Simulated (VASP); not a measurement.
```
CELL_PARAMETERS angstrom
      3.09846     0.00000     0.00000
     -1.54923     2.68334     0.00000
      0.00000     0.00000     5.18405
ATOMIC_POSITIONS crystal
  Co 0.33333 0.66667 0.00206
  Co 0.66667 0.33333 0.50206
  O  0.33333 0.66667 0.37294
  O  0.66667 0.33333 0.87294
```
Starting moments (μB, in the order of the record's atoms Co Co O O): 2.2 2.2 0.3 0.3.

Method: PBEsol GGA, VASP's PBE PAW potentials (set 64) (plane waves; VASP). Settings: 520 eV cut-off, Gaussian smearing of 0.050 eV, potentials Co O.

The moments were started parallel, and other spin orders were not tried in this run.

Q: Give the spin-up energies of bands 7 to 20 at the high-symmetry points, in eV from the Fermi level.

A: 
```json
[
 {"band": "7", "Γ": "-6.12", "M": "-5.96", "K": "-5.95", "A": "-6.31", "L": "-5.90", "H": "-5.63"},
 {"band": "8", "Γ": "-6.12", "M": "-5.60", "K": "-5.95", "A": "-6.31", "L": "-5.90", "H": "-5.63"},
 {"band": "9", "Γ": "-2.53", "M": "-3.02", "K": "-3.23", "A": "-2.28", "L": "-2.62", "H": "-3.00"},
 {"band": "10", "Γ": "-2.53", "M": "-2.83", "K": "-2.96", "A": "-2.28", "L": "-2.62", "H": "-3.00"},
 {"band": "11", "Γ": "-2.49", "M": "-2.31", "K": "-2.96", "A": "-2.28", "L": "-2.11", "H": "-2.13"},
 {"band": "12", "Γ": "-2.14", "M": "-2.19", "K": "-2.76", "A": "-2.28", "L": "-2.11", "H": "-2.13"},
 {"band": "13", "Γ": "-2.14", "M": "-2.16", "K": "-1.82", "A": "-1.17", "L": "-1.99", "H": "-1.94"},
 {"band": "14", "Γ": "-0.34", "M": "-1.92", "K": "-1.68", "A": "-1.17", "L": "-1.99", "H": "-1.94"},
 {"band": "15", "Γ": "-0.34", "M": "-1.65", "K": "-1.68", "A": "0.10", "L": "-1.07", "H": "-1.43"},
 {"band": "16", "Γ": "0.17", "M": "-1.58", "K": "-0.99", "A": "0.10", "L": "-1.07", "H": "-1.43"},
 {"band": "17", "Γ": "0.33", "M": "-0.46", "K": "-0.90", "A": "0.10", "L": "-0.88", "H": "-0.92"},
 {"band": "18", "Γ": "0.59", "M": "-0.30", "K": "-0.90", "A": "0.10", "L": "-0.88", "H": "-0.92"},
 {"band": "19", "Γ": "0.59", "M": "6.03", "K": "7.22", "A": "2.78", "L": "5.61", "H": "7.41"},
 {"band": "20", "Γ": "5.77", "M": "6.27", "K": "7.58", "A": "2.78", "L": "5.61", "H": "7.41"}
]
```

Q: Give the spin-down energies of bands 7 to 20 at the high-symmetry points, in eV from the Fermi level.

A: 
```
band      Γ      M      K      A      L      H
----  -----  -----  -----  -----  -----  -----
7     -5.14  -5.10  -5.25  -5.28  -5.04  -4.76
8     -5.14  -4.86  -5.25  -5.28  -5.04  -4.76
9     -0.82  -0.92  -1.03  -0.48  -0.44  -0.84
10    -0.82  -0.90  -0.84  -0.48  -0.44  -0.84
11    -0.23  -0.26  -0.84  -0.48  -0.19  -0.22
12    -0.23  -0.09  -0.60  -0.48  -0.19  -0.22
13     0.15   0.00   0.00   1.18  -0.05   0.25
14     0.69   0.02   0.50   1.18  -0.05   0.25
15     1.66   0.66   0.94   2.13   1.14   0.58
16     1.66   0.69   0.94   2.13   1.14   0.58
17     2.49   1.55   1.16   2.13   1.25   1.34
18     2.67   1.74   1.16   2.13   1.25   1.34
19     2.67   6.66   8.03   3.44   6.34   8.19
20     6.28   6.94   8.36   3.44   6.34   8.19
```

It has no gap at this level: it comes out as a metal or semimetal.

The structure was generated: CoO was put into the wurtzite type (P6_3mc), which need not be its known phase. It was relaxed first.
